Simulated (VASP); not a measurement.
# Band gap of KCl (Sylvite) at several levels of theory

Aim: the gap of KCl (Sylvite) on one structure at many levels of theory. The starting structure is a measured crystal structure from the Crystallography Open Database. Cell and atoms stay as given. Meshes and data sets differ where the inputs say so.

Program: VASP 6.6.1. Level of theory: Kohn-Sham DFT with plane waves and PAW; LDA, PBE, r2SCAN, TB-mBJ, HSE06, PBE0 and r2SCAN-EpsX. Results are calculated unless marked as measured.

## 1. The starting structure

It takes space group Fm-3m (No. 225, cubic). Conventional cell: a = 6.279 Å, b = 6.279 Å, c = 6.279 Å, α = 90.00°, β = 90.00°, γ = 90.00°. Nearest to K lie 6 Cl at 3.14 Å. Nearest to Cl lie 6 K at 3.14 Å. Farther neighbours and most contacts between anions are not listed.

As a file:

```cif
data_structure
_symmetry_space_group_name_H-M 'Fm-3m'
_symmetry_Int_Tables_number 225
_cell_length_a 6.2788
_cell_length_b 6.2788
_cell_length_c 6.2788
_cell_angle_alpha 90.000
_cell_angle_beta 90.000
_cell_angle_gamma 90.000
_cell_volume 247.53
loop_
_atom_site_label
_atom_site_type_symbol
_atom_site_symmetry_multiplicity
_atom_site_Wyckoff_symbol
_atom_site_fract_x
_atom_site_fract_y
_atom_site_fract_z
_atom_site_occupancy
K1 K 4 a 0.00000 0.00000 0.00000 1
Cl1 Cl 4 b 0.50000 0.00000 0.00000 1
```

## 2. Bands with LDA

LDA, the lowest rung, knows the local density alone.

INCAR

```
SYSTEM = KCl
PREC = Accurate
ENCUT = 350
EDIFF = 1E-06
NELM = 100
ISMEAR = 0
SIGMA = 0.03
LREAL = .FALSE.
ALGO = Normal
GGA = CA
NBANDS = 20
LORBIT = 11
LWAVE = .FALSE.
LCHARG = .FALSE.
KPAR = 4
LASPH = .TRUE.
```

POSCAR

```
KCl
1.0
    0.0000000000      3.1394000000      3.1394000000
    3.1394000000      0.0000000000      3.1394000000
    3.1394000000      3.1394000000      0.0000000000
K Cl
1 1
Direct
    0.0000000000      0.0000000000      0.0000000000
    0.5000000000      0.5000000000      0.5000000000
```

KPOINTS

```
Automatic mesh
0
Gamma
6 6 6
0 0 0
```

KPOINTS_OPT

```
Line mode
10
Line-mode
Reciprocal
  0.00000000   0.00000000   0.00000000 GAMMA
  0.50000000   0.00000000   0.50000000 X

  0.50000000   0.00000000   0.50000000 X
  0.50000000   0.25000000   0.75000000 W

  0.50000000   0.25000000   0.75000000 W
  0.37500000   0.37500000   0.75000000 K

  0.37500000   0.37500000   0.75000000 K
  0.00000000   0.00000000   0.00000000 GAMMA

  0.00000000   0.00000000   0.00000000 GAMMA
  0.50000000   0.50000000   0.50000000 L

  0.50000000   0.50000000   0.50000000 L
  0.62500000   0.25000000   0.62500000 U

  0.62500000   0.25000000   0.62500000 U
  0.50000000   0.25000000   0.75000000 W

  0.50000000   0.25000000   0.75000000 W
  0.50000000   0.50000000   0.50000000 L

  0.50000000   0.50000000   0.50000000 L
  0.37500000   0.37500000   0.75000000 K

  0.62500000   0.25000000   0.62500000 U
  0.50000000   0.00000000   0.50000000 X
```

Potentials, in the order of the species: K_sv and Cl (LDA family, release 64).

Launch:

```
$ mpirun -np 4 vasp_std
```

The log of the run:

```text
[banner, memory and clock lines left out]
running    4 mpi-ranks, on    1 nodes
 distrk:  each k-point on    1 cores,    4 groups
 distr:  one band on    1 cores,    1 groups

 POSCAR found type information on POSCAR K Cl
 POSCAR found :  2 types and       2 ions
 LDA part: xc-table for (Slater(with rela. corr.)+CA(PZ))
 , standard interpolation
 POSCAR, INCAR and KPOINTS ok, starting setup
 FFT: planning ... GRIDC
 FFT: planning ... GRID_SOFT
 FFT: planning ... GRID
 WAVECAR not read
 entering main loop
       N       E                     dE             d eps       ncg     rms          rms(c)
DAV:   1     0.820903608933E+02    0.82090E+02   -0.52441E+03   640   0.522E+02
DAV:   2    -0.342449547442E+01   -0.85515E+02   -0.80570E+02   788   0.179E+02
DAV:   3    -0.753792702449E+01   -0.41134E+01   -0.40909E+01   848   0.323E+01
DAV:   4    -0.766921603317E+01   -0.13129E+00   -0.13123E+00   896   0.558E+00
DAV:   5    -0.767034646355E+01   -0.11304E-02   -0.11304E-02   852   0.551E-01    0.347E+00
DAV:   6    -0.740246061813E+01    0.26789E+00   -0.22022E-01   736   0.240E+00    0.288E+00
DAV:   7    -0.737579143017E+01    0.26669E-01   -0.44053E-02   872   0.118E+00    0.158E+00
DAV:   8    -0.737501830696E+01    0.77312E-03   -0.98803E-03   828   0.541E-01    0.143E-01
DAV:   9    -0.737500972627E+01    0.85807E-05   -0.43009E-04   872   0.115E-01    0.777E-02
DAV:  10    -0.737511603095E+01   -0.10630E-03   -0.80604E-05   744   0.537E-02    0.147E-02
DAV:  11    -0.737511699069E+01   -0.95975E-06   -0.28071E-06   868   0.837E-03
   1 F= -.73751170E+01 E0= -.73751170E+01  d E =-.118908E-10
 Start KPOINTS_OPT (optional k-point list driver)
k-point batch [1-16\100]
       N       E                     dE             ncg
DAV:   1    -0.138553355892E+04   -0.63909E+04      640
DAV:   2    -0.274358051448E+04   -0.13580E+04      804
DAV:   3    -0.280982796958E+04   -0.66247E+02      828
DAV:   4    -0.281198260050E+04   -0.21546E+01      940
DAV:   5    -0.281200051753E+04   -0.17917E-01      796
DAV:   6    -0.281200104785E+04   -0.53031E-03      952
DAV:   7    -0.281200105018E+04   -0.23302E-05      808
DAV:   8    -0.281200105021E+04   -0.31524E-07      524
[...]
k-point batch [97-100\100]
       N       E                     dE             ncg
DAV:   1     0.474645882467E+04   -0.21993E+04      160
DAV:   2     0.440154049818E+04   -0.34492E+03      208
DAV:   3     0.438488986724E+04   -0.16651E+02      208
DAV:   4     0.438431702405E+04   -0.57284E+00      232
DAV:   5     0.438431153912E+04   -0.54849E-02      200
DAV:   6     0.438431136452E+04   -0.17461E-03      232
DAV:   7     0.438431136386E+04   -0.65495E-06      204
```

Run time: 32 s. Hardware: 4 MPI ranks of AMD EPYC 7R13 (Zen 3), shared host; peak memory 0.48 GiB; 1.7 min of CPU time.

The logs omit lines about the potential files and the build; timing stands in the text.

From OUTCAR (step 2):

```text
ion  position               nearest neighbor table
   1  0.000  0.000  0.000-   2 3.14   2 3.14   2 3.14   2 3.14   2 3.14   2 3.14
   2  0.500  0.500  0.500-   1 3.14   1 3.14   1 3.14   1 3.14   1 3.14   1 3.14

  LATTYP: Found a face centered cubic cell.
 ALAT       =     6.2788000000

 Subroutine GETGRP returns: Found 48 space group operations
 (whereof 48 operations were pure point group operations)

The static configuration has the point symmetry O_h .

 Found     16 irreducible k-points:

   k-points           NKPTS =     16   k-points in BZ     NKDIM =     16   number of bands    NBANDS=     20

   dimension x,y,z NGX =    28 NGY =   28 NGZ =   28
   dimension x,y,z NGXF=    56 NGYF=   56 NGZF=   56

   ENCUT  =  350.0 eV  25.72 Ry    5.07 a.u.   6.77  6.77  6.77*2*pi/ulx,y,z

   NELECT =      16.0000    total number of electrons

 k-points in reciprocal lattice and weights: Automatic mesh
   0.00000000  0.00000000  0.00000000       0.005
   0.16666667  0.00000000  0.00000000       0.037
   0.33333333  0.00000000  0.00000000       0.037
   0.50000000  0.00000000  0.00000000       0.019
   0.16666667  0.16666667  0.00000000       0.028
   0.33333333  0.16666667  0.00000000       0.111
   0.50000000  0.16666667  0.00000000       0.111
  -0.33333333  0.16666667  0.00000000       0.111
  -0.16666667  0.16666667  0.00000000       0.056
[...]
-0.33333333  0.33333333  0.16666667       0.111
  -0.33333333  0.50000000  0.16666667       0.056

 average (electrostatic) potential at core
       1 -35.8268       2 -98.4843

 E-fermi :  -1.9316

 k-point     1 :       0.0000    0.0000    0.0000
  band No.  band energies     occupation
    ...
      4     -12.5690      2.00000
      5     -12.5690      2.00000
      6      -2.0545      2.00000
      7      -2.0545      2.00000
      8      -2.0545      2.00000
      9       2.7138      0.00000
     10       6.0330      0.00000
     11       6.0330      0.00000
     12       6.0330      0.00000
     13       6.9707      0.00000
    ...

 k-point     2 :       0.1667    0.0000    0.0000
  band No.  band energies     occupation
    ...
      4     -12.5716      2.00000
      5     -12.5006      2.00000
      6      -2.4025      2.00000
      7      -2.1477      2.00000
      8      -2.1477      2.00000
      9       3.3744      0.00000
     10       5.8360      0.00000
     11       6.3849      0.00000
     12       6.3849      0.00000
     13       7.3526      0.00000
    ...

 k-point     3 :       0.3333    0.0000    0.0000
  band No.  band energies     occupation
    ...
      4     -12.5769      2.00000
      5     -12.3746      2.00000
      6      -2.9613      2.00000
      7      -2.3231      2.00000
      8      -2.3231      2.00000
      9       4.6167      0.00000
     10       5.8862      0.00000
     11       7.3402      0.00000
     12       7.3402      0.00000
     13       8.3078      0.00000
    ...

  Total       -0.7235862     -0.7235862     -0.7235862     -0.0000000      0.0000000      0.0000000
  in kB      -18.7340167    -18.7340167    -18.7340167     -0.0000000      0.0000000      0.0000000
  external PRESSURE =     -18.7340167 kB  Pullay stress =       0.0000000 kB

  energy-cutoff  :      350.00
  volume of cell :       61.88
      direct lattice vectors                 reciprocal lattice vectors
     0.000000000  3.139400000  3.139400000    -0.159266102  0.159266102  0.159266102
     3.139400000  0.000000000  3.139400000     0.159266102 -0.159266102  0.159266102
     3.139400000  3.139400000  0.000000000     0.159266102  0.159266102 -0.159266102

 POSITION                                       TOTAL-FORCE (eV/Angst)
 -----------------------------------------------------------------------------------
      0.00000      0.00000      0.00000        -0.000000      0.000000     -0.000000
      3.13940      3.13940      3.13940         0.000000     -0.000000      0.000000
 -----------------------------------------------------------------------------------
    total drift:                                0.000000      0.000000      0.000000

  FREE ENERGIE OF THE ION-ELECTRON SYSTEM (eV)
  ---------------------------------------------------
  free  energy   TOTEN  =        -7.3751169907 eV

  energy  without entropy=       -7.3751169907  energy(sigma->0) =       -7.37511699

 total charge
# of ion       s       p       d       tot
------------------------------------------
    1        1.955   5.559   0.027   7.541
    2        1.584   3.529   0.000   5.113
--------------------------------------------------
tot          3.539   9.088   0.027  12.655

[... 3 further parts left out ...]
```

LDA gives a direct gap of 4.768 eV.

## 3. Bands with PBE

PBE, the usual starting point, adds the gradient of the density.

INCAR: that of step 2 with these lines changed.

```diff
@@ -9,3 +9,3 @@
 ALGO = Normal
-GGA = CA
+GGA = PE
 NBANDS = 20
```

POSCAR is that of step 2.

KPOINTS is that of step 2.

KPOINTS_OPT is that of step 2.

PAW data sets: K_sv and Cl (PBE family, release 64).

Launch:

```
$ mpirun -np 4 vasp_std
```

The log of the run:

```text
[banner, memory and clock lines left out]
running    4 mpi-ranks, on    1 nodes
[...]
LDA part: xc-table for (Slater+PW92), standard interpolation
 POSCAR, INCAR and KPOINTS ok, starting setup
[...]
entering main loop
       N       E                     dE             d eps       ncg     rms          rms(c)
DAV:   1     0.794427949723E+02    0.79443E+02   -0.52858E+03   640   0.521E+02
DAV:   2    -0.297144921200E+01   -0.82414E+02   -0.78166E+02   796   0.171E+02
DAV:   3    -0.695893984107E+01   -0.39875E+01   -0.39666E+01   844   0.319E+01
DAV:   4    -0.709048738747E+01   -0.13155E+00   -0.13150E+00   908   0.541E+00
[...]
DAV:  11    -0.680128849025E+01   -0.20904E-04   -0.19465E-05   800   0.212E-02    0.454E-03
DAV:  12    -0.680129182486E+01   -0.33346E-05   -0.39518E-06   704   0.104E-02    0.257E-03
DAV:  13    -0.680129192547E+01   -0.10060E-06   -0.46064E-08   640   0.148E-03
   1 F= -.68012919E+01 E0= -.68012919E+01  d E =-.121496E-15
 Start KPOINTS_OPT (optional k-point list driver)
k-point batch [1-16\100]
       N       E                     dE             ncg
DAV:   1    -0.138613912763E+04   -0.63915E+04      640
DAV:   2    -0.270880597872E+04   -0.13227E+04      800
DAV:   3    -0.277287195331E+04   -0.64066E+02      828
DAV:   4    -0.277506977930E+04   -0.21978E+01      924
DAV:   5    -0.277508521208E+04   -0.15433E-01      820
DAV:   6    -0.277508560823E+04   -0.39615E-03      940
DAV:   7    -0.277508561019E+04   -0.19563E-05      808
DAV:   8    -0.277508561022E+04   -0.31291E-07      584
[...]
k-point batch [97-100\100]
       N       E                     dE             ncg
DAV:   1     0.474366409015E+04   -0.22021E+04      160
DAV:   2     0.440984726294E+04   -0.33382E+03      208
DAV:   3     0.439423731170E+04   -0.15610E+02      216
DAV:   4     0.439367813189E+04   -0.55918E+00      220
DAV:   5     0.439367444905E+04   -0.36828E-02      196
DAV:   6     0.439367436874E+04   -0.80316E-04      224
DAV:   7     0.439367436840E+04   -0.33770E-06      196
```

Wall time 35 s (4 MPI ranks); peak memory 0.52 GiB.

OUTCAR, selected parts (step 3):

```text
  Total        0.3466697      0.3466697      0.3466697      0.0000000      0.0000000      0.0000000
  in kB        8.9754566      8.9754566      8.9754566      0.0000000      0.0000000      0.0000000
  external PRESSURE =       8.9754566 kB  Pullay stress =       0.0000000 kB

 POSITION                                       TOTAL-FORCE (eV/Angst)
 -----------------------------------------------------------------------------------
      0.00000      0.00000      0.00000         0.000000     -0.000000     -0.000000
      3.13940      3.13940      3.13940        -0.000000      0.000000      0.000000
 -----------------------------------------------------------------------------------
    total drift:                                0.000000      0.000000      0.000000

  FREE ENERGIE OF THE ION-ELECTRON SYSTEM (eV)
  ---------------------------------------------------
  free  energy   TOTEN  =        -6.8012919255 eV

  energy  without entropy=       -6.8012919255  energy(sigma->0) =       -6.80129193

[... 2 parts as in an earlier step ...]

[... 1 further part left out ...]
[key lines of the parts left out:]
E-fermi :  -1.6539
```

PBE gives a direct gap of 5.210 eV. The least gap is +0.441 eV from that of LDA.

## 4. Bands with r2SCAN

r2SCAN adds the kinetic-energy density, costs more than a GGA and is run with LASPH.

INCAR: that of step 3 with these lines changed.

```diff
@@ -9,3 +9,4 @@
 ALGO = Normal
-GGA = PE
+METAGGA = R2SCAN
+LASPH = .TRUE.
 NBANDS = 20
@@ -15,2 +16 @@
 KPAR = 4
-LASPH = .TRUE.
```

POSCAR is that of step 3.

KPOINTS is that of step 3.

KPOINTS_OPT is that of step 3.

Launch:

```
$ mpirun -np 4 vasp_std
```

The log of the run:

```text
[banner, memory and clock lines left out]
running    4 mpi-ranks, on    1 nodes
[...]
|                                                                             |
|               ----> ADVICE to this user running VASP <----                  |
|                                                                             |
|     You enforced a specific xc type in the INCAR file but a different       |
|     [... a line on the potential file left out ...]
|     I HOPE YOU KNOW WHAT YOU ARE DOING!                                     |
|                                                                             |

 LDA part: xc-table for (None), standard interpolation
 POSCAR, INCAR and KPOINTS ok, starting setup
[...]
entering main loop
       N       E                     dE             d eps       ncg     rms          rms(c)
DAV:   1     0.654225965847E+02    0.65423E+02   -0.53740E+03   640   0.532E+02
DAV:   2    -0.165320714161E+02   -0.81955E+02   -0.77573E+02   800   0.175E+02
[...]
DAV:  11    -0.165008220094E+02   -0.26464E-03   -0.20307E-04   708   0.962E-02    0.503E-03
DAV:  12    -0.165008216640E+02    0.34546E-06   -0.24362E-06   772   0.107E-02
   1 F= -.16500822E+02 E0= -.16500822E+02  d E =-.534148E-22
 Start KPOINTS_OPT (optional k-point list driver)
k-point batch [1-16\100]
       N       E                     dE             ncg
DAV:   1    -0.154600284605E+04   -0.65514E+04      640
DAV:   2    -0.289820692926E+04   -0.13522E+04      800
DAV:   3    -0.296169164257E+04   -0.63485E+02      844
DAV:   4    -0.296401095971E+04   -0.23193E+01      904
DAV:   5    -0.296402871348E+04   -0.17754E-01      848
DAV:   6    -0.296402919168E+04   -0.47820E-03      912
DAV:   7    -0.296402919388E+04   -0.21917E-05      852
DAV:   8    -0.296402919391E+04   -0.32754E-07      524
[...]
k-point batch [97-100\100]
       N       E                     dE             ncg
DAV:   1     0.470333552559E+04   -0.22424E+04      160
DAV:   2     0.436258770557E+04   -0.34075E+03      208
DAV:   3     0.434681734920E+04   -0.15770E+02      216
DAV:   4     0.434637877045E+04   -0.43858E+00      220
DAV:   5     0.434637519826E+04   -0.35722E-02      196
DAV:   6     0.434637513126E+04   -0.67004E-04      224
DAV:   7     0.434637513096E+04   -0.29816E-06      192
```

The job ended after 2 min (4 MPI ranks; peak memory 0.53 GiB; 6.5 min of CPU time).

From OUTCAR (step 4):

```text
  Total        0.0333137      0.0333137      0.0333137     -0.0000000     -0.0000000     -0.0000000
  in kB        0.8625093      0.8625093      0.8625093     -0.0000000     -0.0000000     -0.0000000
  external PRESSURE =       0.8625093 kB  Pullay stress =       0.0000000 kB

 POSITION                                       TOTAL-FORCE (eV/Angst)
 -----------------------------------------------------------------------------------
      0.00000      0.00000      0.00000        -0.000000     -0.000000     -0.000000
      3.13940      3.13940      3.13940         0.000000      0.000000      0.000000
 -----------------------------------------------------------------------------------
    total drift:                                0.000000      0.000000      0.000000

  FREE ENERGIE OF THE ION-ELECTRON SYSTEM (eV)
  ---------------------------------------------------
  free  energy   TOTEN  =       -16.5008216640 eV

  energy  without entropy=      -16.5008216640  energy(sigma->0) =      -16.50082166

[... 2 parts as in an earlier step ...]

[... 1 further part left out ...]
[key lines of the parts left out:]
E-fermi :  -2.0384
```

r2SCAN gives a direct gap of 5.851 eV. The least gap is +1.083 eV from that of LDA.

(Part 1 of 2 ends here.)

[Lines on the potential files, build, host, timing and source positions are cut from VASP's logs without a mark.]

[Logs are printed without paths, hosts, clocks, repeated set-up lines and the standing remarks that a program may print on its own settings, such as how far it seeks lower states.]

[Hosts, paths, dates, database ids (printed as entryN), source tags and the programs' standing remarks are cut or masked in the printed files.]
